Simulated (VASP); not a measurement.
Crystal: Sb.

```
Sb
1.0
     2.15420    1.24373    3.75800
    -2.15420    1.24373    3.75800
     0.00000   -2.48746    3.75800
Sb
2
Direct
  0.23349 0.23349 0.23349
  0.76651 0.76651 0.76651
```

* Program: VASP 6.6.1
* Task: relaxation of cell and atoms
* Functional: LDA
* Potentials or basis: VASP PAW LDA potentials, release 64 (Sb)
* Cutoff: 600 eV
* k mesh: 9 × 9 × 9
* Occupations: gaussian, width 0.03 eV
* Spin: no spin polarisation

At the start: pressure -0.9 GPa; volume 30.21 Å³/atom.

Where does the relaxation end?

Over 9 steps the energy falls by 4.5 meV/atom and the volume is 29.34 Å³/atom (-2.9 %); space group R-3m (No. 166, to 0.05 Å).

The path:
```csv
step,energy change (eV),largest force (eV/Å),pressure (GPa),volume (Å³)
1,0.0000,0.0938,-0.85,60.41
2,-0.0040,0.1745,0.39,59.02
3,-0.0040,0.1658,0.26,59.16
4,-0.0073,0.0937,0.18,58.93
5,-0.0090,0.0032,0.09,58.60
6,-0.0090,0.0029,0.08,58.58
7,-0.0090,0.0097,-0.08,58.76
8,-0.0091,0.0070,-0.02,58.69
9,-0.0091,0.0011,-0.01,58.69
```

Final structure:
```
Sb
1.0
     2.15086    1.24180    3.66218
    -2.15086    1.24180    3.66218
     0.00000   -2.48360    3.66218
Sb
2
Direct
  0.23597 0.23597 0.23597
  0.76403 0.76403 0.76403
```
